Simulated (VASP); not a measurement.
Energy against volume of MgO (rock salt). Calculation: PBE GGA with D4 dispersion, VASP's PBE PAW potentials (set 64) (plane waves; VASP). Settings: 520 eV cut-off, 11×11×11 Γ-centred mesh, Gaussian smearing of 0.050 eV, potentials Mg O.

```
V (Å³/atom)  E (eV/atom)
-----------  -----------
9.107           -6.11395
9.389           -6.11868
9.671           -6.11507
9.953           -6.10430
```

Task: Fit these four points and predict the energy of the run at 8.826 Å³/atom.

Result: A cubic in V^(−2/3), the third-order Birch-Murnaghan form, passes through the four points with V0 = 9.40 Å³/atom and B0 = 157 GPa, and gives -6.0996 eV/atom there. The run gave -6.0995 eV/atom, +0.0 meV/atom from the fit; all five points give B0 = 157 GPa.

The compound is MgO in the rock salt structure. It was relaxed first.
